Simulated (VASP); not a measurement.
The cell holds one PbO (litharge) monolayer, with vacuum along c. Ionisation potential and electron affinity count from the cell's own band edges, surface states included.

Data:

```yaml
crystal:
  lattice:
    - [3.98326, 0.00000, 0.00000]
    - [0.00000, 3.98326, 0.00000]
    - [0.00000, 0.00000, 18.46365]
  atoms:
    - { symbol: Pb, position: [0.50000, 0.00000, 0.43530] }
    - { symbol: Pb, position: [0.00000, 0.50000, 0.56470] }
    - { symbol: O, position: [0.50000, 0.50000, 0.50000] }
    - { symbol: O, position: [0.00000, 0.00000, 0.50000] }
```

Level of theory: PBEsol GGA, VASP's PBE PAW potentials (set 64) (plane waves; VASP). Numerical set-up: 500 eV cut-off, 12×12×1 Γ-centred mesh, Gaussian smearing of 0.050 eV, potentials Pb_d O.

Unless said otherwise, spin-orbit coupling is left out, though it shifts the bands of the heavy elements here.

Task: Predict its energy to cut it from the bulk, per area, ionisation potential, electron affinity, band gap (on the k-mesh).

Result: 
- energy to cut it from the bulk, per area: 9.7 meV/Å²
- ionisation potential: 4.67 eV
- electron affinity: 2.08 eV
- band gap (on the k-mesh): 2.59 eV

The cell is a sheet with vacuum, built from PbO (litharge).
